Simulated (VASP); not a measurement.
Consider the following.

```xyz
4
Lattice="-0.0145 3.8287 3.8566 3.8287 -0.0145 3.8566 1.9071 1.9071 0.0000" Properties=species:S:1:pos:R:3 pbc="T T T"
Rh     0.0000     0.0000     0.0000
Rh     1.9143    -0.0072     1.9283
Rh    -0.0072     1.9143     1.9283
Ag     1.9071     1.9071     3.8566
```

Level of theory: PBEsol GGA, VASP's PBE PAW potentials (set 64) (plane waves; VASP 6.6.1). Numerical set-up: 400 eV cut-off, Gaussian smearing of 0.050 eV, potentials Rh_pv Ag.

### Question
Give the energies of bands 19 to 32 at the high-symmetry points, in eV from the Fermi level.

### Answer

| band | Γ | Y | C0 | Z | A0 | T | S | R |
|---|---|---|---|---|---|---|---|---|
| 19 | -3.22 | -3.75 | -3.74 | -3.48 | -2.54 | -2.88 | -3.27 | -2.77 |
| 20 | -2.79 | -3.51 | -3.23 | -3.43 | -1.99 | -1.82 | -2.95 | -2.29 |
| 21 | -2.69 | -3.18 | -3.23 | -3.11 | -1.73 | -0.47 | -2.52 | -2.27 |
| 22 | -1.52 | -2.27 | -2.58 | -2.62 | -1.28 | -0.07 | -2.46 | -2.24 |
| 23 | -1.49 | -2.01 | -2.55 | -1.88 | -0.65 | 0.05 | -2.32 | -1.58 |
| 24 | -0.23 | -1.70 | -1.49 | -1.74 | -0.03 | 0.06 | -2.30 | -1.47 |
| 25 | 0.04 | -1.43 | -1.45 | -1.52 | 0.00 | 0.41 | -1.61 | -1.16 |
| 26 | 0.17 | -1.06 | -1.14 | -0.83 | 0.33 | 0.71 | -1.12 | -1.15 |
| 27 | 0.26 | -1.01 | -0.79 | -0.65 | 0.38 | 0.82 | -0.79 | 0.22 |
| 28 | 0.41 | -0.98 | -0.62 | -0.63 | 0.60 | 0.89 | -0.44 | 0.92 |
| 29 | 0.61 | -0.66 | -0.28 | 1.33 | 0.86 | 0.98 | -0.43 | 0.97 |
| 30 | 0.81 | -0.64 | -0.23 | 2.35 | 2.45 | 1.05 | -0.03 | 3.25 |
| 31 | 1.04 | 0.14 | 0.20 | 3.20 | 2.70 | 1.33 | 0.92 | 3.97 |
| 32 | 1.04 | 1.94 | 0.56 | 8.99 | 3.04 | 3.06 | 3.49 | 4.00 |

It has no gap at this level: it comes out as a metal or semimetal.

The structure was generated: AgRh3 was put into an ordered model structure (Cmmm), which need not be its known phase. It was relaxed first.
